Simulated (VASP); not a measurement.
Here is the system:

```xyz
3
Lattice="0.0000 3.2915 3.2915 3.2915 0.0000 3.2915 3.2915 3.2915 0.0000" Properties=species:S:1:pos:R:3 pbc="T T T"
Ni     0.0000     0.0000     0.0000
I      1.6458     1.6458     1.6458
I      4.9373     4.9373     4.9373
```
Starting moments (μB, in the order of the record's atoms Ni I I): 2.0 0.0 0.0.

Level of theory: PBE GGA, VASP's PBE PAW potentials (set 64) (plane waves; VASP 6.6.1). Numerical set-up: 300 eV cut-off, 5×5×5 Γ-centred mesh, Fermi-Dirac smearing of 0.14 eV, potentials Ni I.

At this cut-off the stress carries a Pulay error, which pulls relaxed volumes low.

### Question
Give the stress tensor in GPa (positive for a compressed cell).

### Answer

```
10.77   0.00   0.00
 0.00  10.77   0.00
 0.00   0.00  10.77
```
The pressure is its mean diagonal, 10.77 GPa.

The structure was generated: NiI2 was put into an ordered model structure, which need not be its known phase. The cell was not relaxed at this level. The k-mesh is coarse (spacing up to 0.33 per Å, 2π included), so the numbers may not be converged in it.
